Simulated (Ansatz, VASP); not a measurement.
One calculation of La2AlF, two programs

```
La Al F
1.0
     4.97542    0.00000    0.00000
    -2.48771    4.30884    0.00000
     0.00000    0.00000    4.09413
La Al F
2 1 1
Direct
  0.33333 0.66667 0.00000
  0.66667 0.33333 0.00000
  0.00000 0.00000 0.50000
  0.00000 0.00000 0.00000
```

Alike in both runs: task relaxation of cell and atoms; functional PBE; k mesh 6 × 6 × 4; occupations gaussian, width 0.1 eV; no spin polarisation.

|  | VASP | Ansatz |
| --- | --- | --- |
| version | VASP 6.6.1 | Ansatz 0.2.0 |
| potentials or method | VASP PAW PBE potentials, release 64 (La, Al, F) | scalar-relativistic, plane waves, PAW |
| plane-wave cutoff (eV) | 600 | 420 |
| valence electrons in the cell | 32 | 32 |

VASP gave:

```
gap on the k mesh at the Fermi level, each at its own relaxed structure (eV) : none
relaxed volume (Å³/atom)                                                     : 24.87
relaxed cell length with the largest relative difference (Å)                 : 5.514
energy change over the relaxation (meV/atom)                                 : -174
```

Question: Which values does Ansatz return?

Answer: gap on the k mesh at the Fermi level, each at its own relaxed structure (eV): none; relaxed volume (Å³/atom): 24.92; relaxed cell length with the largest relative difference (Å): 5.518; energy change over the relaxation (meV/atom): -176.

A gap of «none» marks a metal or a gap that the smearing closes.

Caveats: the k mesh is coarse (spacing up to 0.38 Å⁻¹), so the values aren't converged. Spin-orbit coupling is left out, which matters for the levels of La.
